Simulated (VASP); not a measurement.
Consider the following.

```
Gd
1.0
    1.79867    -3.11539     0.00000
    1.79867     3.11539     0.00000
    0.00000     0.00000     5.63562
Gd
2
Direct
  0.33333   0.66667   0.25000
  0.66667   0.33333   0.75000
```

These are revTPSS meta-GGA, VASP's PBE PAW potentials (set 64) (plane waves; VASP) values and carry that method's errors. Run with 520 eV cut-off, 13×13×7 Γ-centred mesh, tetrahedra with Blöchl corrections, potentials Gd_3.

The 4f electrons are frozen in the core of the lanthanide potential, so 4f levels, which can set the real gap, and their magnetism are missing.

Task: Give the energies of bands 7 to 12 at the high-symmetry points, in eV from the Fermi level.

Result: 
```csv
band,Γ,M,K,A,L,H
7,-4.75,-1.73,-1.08,-3.15,-1.92,-0.58
8,-2.13,-1.53,-0.57,-3.15,-1.92,-0.58
9,1.64,-1.07,-0.57,0.97,-0.04,-0.39
10,1.74,0.34,-0.32,0.97,-0.04,-0.39
11,1.74,1.40,1.18,1.64,1.96,0.71
12,2.10,1.66,1.18,1.64,1.96,0.71
```

It has no gap at this level: it comes out as a metal or semimetal.

The compound is Gd in the hcp structure. It was relaxed first.
